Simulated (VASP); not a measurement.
Calculation: PBEsol GGA, VASP's PBE PAW potentials (set 64) (plane waves; VASP).

VASP ran on this input.

**KPOINTS**
```
Automatic
0
Gamma
10 10 10
```

**INCAR**
```
SIGMA  =  0.1   # width (eV)
PREC  =  Accurate
EDIFFG  =  -0.01
LCHARG  =  F
LASPH  =  T
SYSTEM  =  YB
ISMEAR  =  1   # Methfessel-Paxton
ISIF  =  3   # ions, shape and volume
ALGO  =  Normal   # blocked Davidson
NSW  =  60   # most ionic steps
ENCUT  =  520   # plane-wave cut-off (eV)
EDIFF  =  1E-6   # SCF stop (eV)
LREAL  =  F   # projection in real space or not
GGA  =  PS
LMAXMIX  =  4   # l cut-off of mixed one-centre charges
LWAVE  =  F
IBRION  =  2   # conjugate gradients
NELM  =  100
```

POSCAR:
```
YB
1.0
  0.0000000000   2.8389895186   2.8389895186
  2.8389895186   0.0000000000   2.8389895186
  2.8389895186   2.8389895186   0.0000000000
Y B
1 1
Cartesian
  0.0000000000   0.0000000000   0.0000000000
  1.4194947593   1.4194947593   1.4194947593
```

POTCAR, in this order: Y_sv B (PBE.64 set). Program: vasp_std.

Output of the run:

OSZICAR:
```
       N       E                     dE             d eps       ncg     rms          rms(c)
DAV:   1     0.347172379533E+02    0.34717E+02   -0.72226E+03  1034   0.119E+03
DAV:   2    -0.107877215986E+02   -0.45505E+02   -0.43722E+02  1319   0.198E+02
DAV:   3    -0.131487166373E+02   -0.23610E+01   -0.22825E+01  1416   0.330E+01
DAV:   4    -0.132637401253E+02   -0.11502E+00   -0.11476E+00  1394   0.723E+00
DAV:   5    -0.132667114177E+02   -0.29713E-02   -0.29711E-02  1387   0.103E+00    0.276E+01
DAV:   6    -0.119492234652E+02    0.13175E+01   -0.37314E+00  1148   0.105E+01    0.184E+01
DAV:   7    -0.119430002692E+02    0.62232E-02   -0.85112E-01  1519   0.496E+00    0.767E+00
DAV:   8    -0.119398746074E+02    0.31257E-02   -0.10362E-01  1151   0.225E+00    0.410E-01
DAV:   9    -0.119384907163E+02    0.13839E-02   -0.87483E-03  1163   0.596E-01    0.163E-01
DAV:  10    -0.119383817697E+02    0.10895E-03   -0.62354E-04  1151   0.264E-01    0.736E-02
DAV:  11    -0.119383859517E+02   -0.41820E-05   -0.12642E-04  1513   0.692E-02    0.358E-02
DAV:  12    -0.119383840630E+02    0.18887E-05   -0.26280E-05  1154   0.483E-02    0.154E-02
DAV:  13    -0.119383837515E+02    0.31149E-06   -0.21884E-06  1079   0.143E-02
   1 F= -.11938384E+02 E0= -.11938540E+02  d E =-.119384E+02
```

OUTCAR:
```
------------------------ aborting loop because EDIFF is reached ----------------------------------------
  FORCE on cell =-STRESS in cart. coord.  units (eV):
  Direction    XX          YY          ZZ          XY          YZ          ZX
  --------------------------------------------------------------------------------------
  Total        0.0076047      0.0076047      0.0076047     -0.0000000     -0.0000000     -0.0000000
  in kB        0.2662371      0.2662371      0.2662371     -0.0000000     -0.0000000     -0.0000000
  external PRESSURE =       0.2662371 kB  Pullay stress =       0.0000000 kB
  volume of cell :       45.76
      direct lattice vectors                 reciprocal lattice vectors
     0.000000000  2.838989519  2.838989519    -0.176119002  0.176119002  0.176119002
     2.838989519  0.000000000  2.838989519     0.176119002 -0.176119002  0.176119002
     2.838989519  2.838989519  0.000000000     0.176119002  0.176119002 -0.176119002
 POSITION                                       TOTAL-FORCE (eV/Angst)
 -----------------------------------------------------------------------------------
      0.00000      0.00000      0.00000        -0.000000     -0.000000      0.000000
      1.41949      1.41949      1.41949         0.000000      0.000000     -0.000000
 -----------------------------------------------------------------------------------
    total drift:                               -0.000000     -0.000000     -0.000000
  FREE ENERGIE OF THE ION-ELECTRON SYSTEM (eV)
  ---------------------------------------------------
  free  energy   TOTEN  =       -11.9383837515 eV

  energy  without entropy=      -11.9388521236  energy(sigma->0) =      -11.93853988

 reached required accuracy - stopping structural energy minimisation
```
(Selected blocks of OUTCAR.)

### OUTCAR
```
 val. band max:        1.6096007632   @ k =   0.4000   0.1000   0.0000

 cond. band min:       1.6219875811   @ k =  -0.4000   0.1000   0.0000


 Fermi energy:         1.6194899598

 k-point     1 :       0.0000    0.0000    0.0000
  band No.  band energies     occupation
      1     -39.7725      2.00000
      2     -19.7514      2.00000
      3     -19.7514      2.00000
      4     -19.7514      2.00000
      5      -5.0394      2.00000
      6       1.0994      2.00000
      7       1.0994      2.00000
      8       1.0994      2.00000
      9       5.5047      0.00000
     10       5.5047      0.00000
     11       6.0520      0.00000

 k-point     2 :       0.1000    0.0000    0.0000
  band No.  band energies     occupation
      1     -39.7709      2.00000
      2     -19.7761      2.00000
      3     -19.7549      2.00000
      4     -19.7549      2.00000
      5      -4.9078      2.00000
      6       0.9320      2.00000
      7       1.1615      2.00000
      8       1.1615      2.00000
      9       5.3992      0.00000
     10       5.3992      0.00000
     11       6.3864      0.00000

 k-point     3 :       0.2000    0.0000    0.0000
  band No.  band energies     occupation
      1     -39.7665      2.00000
      2     -19.8400      2.00000
      3     -19.7642      2.00000
      4     -19.7642      2.00000
      5      -4.5532      2.00000
      6       0.5972      2.00000
      7       1.3098      2.00011
      8       1.3098      2.00011
      9       5.2568      0.00000
     10       5.2568      0.00000
     11       7.0048      0.00000

 k-point     4 :       0.3000    0.0000    0.0000
  band No.  band energies     occupation
      1     -39.7612      2.00000
      2     -19.9175      2.00000
      3     -19.7755      2.00000
      4     -19.7755      2.00000
      5      -4.0962      2.00000
      6       0.3470      2.00000
      7       1.4524      2.03963
      8       1.4524      2.03963
      9       5.3519      0.00000
...
```

The structure was generated: YB was put into the zinc blende type (F-43m), which need not be its known phase. It was relaxed first, which changed the volume by -28 %. The start is the result of an earlier pass.
